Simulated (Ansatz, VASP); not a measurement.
# HfO2 (amorphous HfO2) in two plane-wave programs, part 3 of 3

One calculation is typed for both programs; each brings its own data sets. How far apart do they land? The structure shown is the start of the Ansatz relaxation below; VASP solves that cell, so the two are compared at the walk's first step.

VASP 6.6.1 and Ansatz 0.2.0.

So far. Step 7 (VASP: single point, PBE, start cell, pair 2): The run ends at a pressure of -2.61 GPa, with forces up to 0.29 eV/Å.

## Step 11: VASP: single point, PBE, start cell, pair 3

Level of this step: PBE; plane waves and PAW (Hf_pv, O) (VASP).

The same cell, functional and mesh now go to VASP, with its own data sets.

Contents of INCAR:

```
SYSTEM = HfO2
PREC = Accurate
ENCUT = 520
EDIFF = 1E-06
NELM = 120
ISMEAR = 0
SIGMA = 0.01
LREAL = Auto
ALGO = Normal
GGA = PE
NBANDS = 288
LASPH = .TRUE.
LORBIT = 11
LWAVE = .FALSE.
LCHARG = .FALSE.
ISIF = 2
GGA_COMPAT = .FALSE.
EFERMI = MIDGAP
NCORE = 2
```

Contents of POSCAR:

```
HfO2
1.0
    9.3933500000     -0.1957300000     -0.0425000000
   -0.1976900000      9.6423600000      0.2060900000
   -0.0429300000      0.2060900000      9.4378200000
Hf O
22 44
Direct
    0.7453328753      0.0586010688      0.3980367874
    0.1878878207      0.6417250963      0.4014308503
    0.9164109639      0.0061324698      0.9982902434
    0.7047718249      0.2879817355      0.0893853291
    0.5978956355      0.9129400513      0.1156265694
    0.8541118068      0.2278928753      0.7295364087
    0.3330180247      0.1117505337      0.0317470135
    0.0062719313      0.5609603115      0.7295178597
    0.0006648100      0.9161357918      0.6250619136
    0.1483190488      0.0431337277      0.3281069283
    0.4976787726      0.5538895714      0.0063468307
    0.3264093991      0.7467090877      0.7072166161
    0.4253092124      0.0983009021      0.6229952265
    0.5944127602      0.4272823797      0.6605555008
    0.4348766973      0.3157819616      0.3475911551
    0.1396299305      0.4270205390      0.1321946815
    0.6049567063      0.6636217969      0.3931675794
    0.9104883769      0.3755365308      0.3772694788
    0.6788254084      0.8130850930      0.7385478186
    0.1781888493      0.7794401088      0.0676150016
    0.2616684173      0.3412351153      0.7729852617
    0.8562552802      0.6088913704      0.1079385310
    0.6114192064      0.6954492031      0.1348998169
    0.3816913724      0.9036156293      0.0704607355
    0.3245538519      0.1551431011      0.2463937749
    0.7271649096      0.2594218772      0.2988444634
    0.9128266456      0.4010402764      0.1518406520
    0.2342447952      0.5498234489      0.7348881722
    0.4845280880      0.9044510465      0.6671555643
    0.5510751679      0.1259453401      0.0545957244
    0.3905323974      0.6771824660      0.4760142800
    0.7161030270      0.9044820939      0.9317331401
    0.6261649379      0.8751436346      0.3372763687
    0.8727197110      0.2118616056      0.5166265122
    0.2020666347      0.8236975521      0.8489600356
    0.9523942871      0.8021352326      0.0535467626
    0.0212748241      0.5542310157      0.9474945178
    0.4677665117      0.4248970443      0.8338380097
    0.8083293157      0.4405316737      0.7018744608
    0.2193392647      0.0331388630      0.5376021508
    0.7952294567      0.5784922921      0.3169456268
    0.1970541048      0.8372455507      0.2884486951
    0.9571452814      0.9695265015      0.4154422269
    0.8318128877      0.2013723577      0.9457323003
    0.6279654044      0.2219118458      0.6994893649
    0.5325242361      0.1283661165      0.4404806732
    0.5041879070      0.6981692667      0.8383972445
    0.7895157368      0.0317018809      0.1754134936
    0.2968237042      0.6010347930      0.0640664631
    0.1282192370      0.7497809851      0.5819698780
    0.2345391477      0.3083771442      0.9933665262
    0.0695841937      0.6151548268      0.2124092290
    0.7121517319      0.4893420223      0.9912053791
    0.1214986831      0.0242569305      0.0858211518
    0.0489722797      0.3366696236      0.7467399335
    0.3697008208      0.3110855669      0.5830584457
    0.7695731504      0.9618849764      0.6059844312
    0.0677607373      0.2550304005      0.2977722203
    0.5087465743      0.3838047632      0.1528131926
    0.3317626672      0.1369667179      0.8149522286
    0.0323788218      0.5077002347      0.5003108937
    0.9781942028      0.0457704497      0.7866795957
    0.2741664618      0.4551168976      0.3137543451
    0.5742629081      0.4498602805      0.4453670941
    0.6531642146      0.6541050122      0.5984173228
    0.8927405934      0.7476708660      0.7318378594
```

Contents of KPOINTS:

```
Automatic mesh
0
Gamma
1 1 1
0 0 0
```

Potentials, in the order of the species: Hf_pv and O (PBE family, release 64).

On the command line:

```
> mpirun -np 8 vasp_gam
```

Numbers of over 12 decimals in the logs are rounded to 6 here.

Output:

```text
[... set-up lines as in an earlier step ...]
 entering main loop
       N       E                     dE             d eps       ncg     rms          rms(c)
DAV:   1     0.464059918886E+04    0.46406E+04   -0.31417E+05   576   0.177E+03
DAV:   2    -0.395393918887E+03   -0.50360E+04   -0.48697E+04   720   0.483E+02
DAV:   3    -0.777243983631E+03   -0.38185E+03   -0.37942E+03   664   0.118E+02
DAV:   4    -0.786562229249E+03   -0.93182E+01   -0.92809E+01   664   0.198E+01
[...]
DAV:  16    -0.661739630247E+03   -0.52544E-05   -0.93978E-06   632   0.681E-03    0.159E-02
DAV:  17    -0.661739634182E+03   -0.39348E-05   -0.49428E-06   544   0.465E-03    0.722E-03
DAV:  18    -0.661739634641E+03   -0.45911E-06   -0.15729E-06   432   0.288E-03
   1 F= -.66173963E+03 E0= -.66173963E+03  d E =0.000000E+00
```

Parts of OUTCAR (step 11):

```text
  Total      -32.4641949    -21.5755736    -20.5693375     -0.1327396      0.6871156      0.4216163
  in kB      -60.9025210    -40.4755709    -38.5878815     -0.2490183      1.2890224      0.7909482
  external PRESSURE =     -46.6553245 kB  Pullay stress =       0.0000000 kB

 POSITION                                       TOTAL-FORCE (eV/Angst)
 -----------------------------------------------------------------------------------
      6.97250      0.50120      3.73700         0.048976      0.016794      0.039813
      1.62080      6.23370      3.91290         0.099080     -0.039073      0.056558
      8.56410      0.08550      9.38400        -0.033395     -0.110228      0.144532
      6.55940      2.65730      0.87300        -0.027649     -0.056212      0.000665
      5.43080      8.70970      1.25400        -0.051136      0.148700     -0.122629
      7.94660      2.18060      6.89590         0.016180      0.286571     -0.018931
      3.10470      1.01890      0.30850         0.162765     -0.148360      0.180854
     -0.08330      5.55810      7.00040         0.089576     -0.167795      0.009913
     -0.20170      8.96240      6.08800        -0.140161     -0.176225     -0.043432
      1.37060      0.45450      3.09920        -0.029393      0.045672      0.051670
      4.56510      5.24470      0.15290        -0.012031     -0.008774      0.046706
      2.88810      7.28190      6.81460        -0.043699     -0.052935      0.072094
      3.94890      0.99300      5.88190         0.003010      0.034685     -0.097566
      5.47070      4.13980      6.29700         0.226154     -0.165329      0.122316
[...]
-----------------------------------------------------------------------------------
    total drift:                                0.002819     -0.004064      0.009254

  FREE ENERGIE OF THE ION-ELECTRON SYSTEM (eV)
  ---------------------------------------------------
  free  energy   TOTEN  =      -661.7396346410 eV

  energy  without entropy=     -661.7396346410  energy(sigma->0) =     -661.73963464

[... 1 further part left out ...]
```

The run ends at a pressure of -4.67 GPa, with forces up to 0.33 eV/Å.

## Step 12: Side by side

What differs besides the data sets and the points named for the pairs above, as far as they apply: the data sets hold 836 valence electrons in Ansatz (on its PAW soft_1 files) and 484 in VASP. Total energies have different zeros and are not compared.

Forces on 8 of the 66 atoms, those with the largest forces and the largest differences (eV/Å; atoms numbered as in POSCAR):

```tsv
atom	Ansatz x, y, z	VASP x, y, z
Hf6	-0.014, 0.208, -0.012	0.016, 0.287, -0.019
Hf7	0.158, -0.139, 0.129	0.163, -0.148, 0.181
Hf9	-0.069, -0.130, -0.037	-0.140, -0.176, -0.043
Hf14	0.173, -0.113, 0.149	0.226, -0.165, 0.122
Hf17	-0.054, -0.052, 0.012	-0.014, -0.107, 0.110
Hf22	0.113, -0.108, 0.003	0.228, -0.233, 0.044
O43	0.095, 0.078, 0.015	0.154, 0.138, 0.073
O53	-0.096, 0.047, 0.089	-0.150, 0.057, 0.225
```

The forces differ by 42 meV/Å r.m.s., which is 47.9 % of the r.m.s. force of 0.088 eV/Å (both taken over all components).

## Step 13: Further runs

Further runs change the set-up of one program: Ansatz's method, potentials or start, or VASP's data sets, cutoff or form of LDA. The table gives that difference for each run.

```tsv
run	r.m.s. force difference (meV/Å)
as above	42
VASP with a cutoff of 600 eV (perhaps on Ansatz's relaxed cell)	43
```

## Step 14: What came out

```yaml
r_m_s_force_difference_single_point_pbe_start_cell_pair_1: 43 meV/Å
r_m_s_force_difference_single_point_pbe_start_cell_pair_2: 43 meV/Å
r_m_s_force_difference_single_point_pbe_start_cell_pair_3: 42 meV/Å
```

What this shows: The r.m.s. force difference is 43 meV/Å (single point, PBE, start cell, pair 1), beyond the 12 meV/Å picked in this series as the mark of a large difference. The data sets hold unlike numbers of valence electrons (836 in Ansatz and 484 in VASP), so part of the differences comes from the potentials. 1 further run of this series is not shown here. Such differences can come from data sets, numerical settings and the points named under the comparisons, not from the functional's error against experiment.

[Lines on the potential files, build, host, timing and source positions are cut from VASP's logs without a mark.]

[Logs are printed without paths, hosts, clocks, repeated set-up lines and the standing remarks that a program may print on its own settings, such as how far it seeks lower states.]

[Hosts, paths, dates, database ids (printed as entryN), source tags and the programs' standing remarks are cut or masked in the printed files.]

[Rows of further runs with another cutoff or data set may stand on the cell that Ansatz relaxed, not on the start cell of the pair above them.]
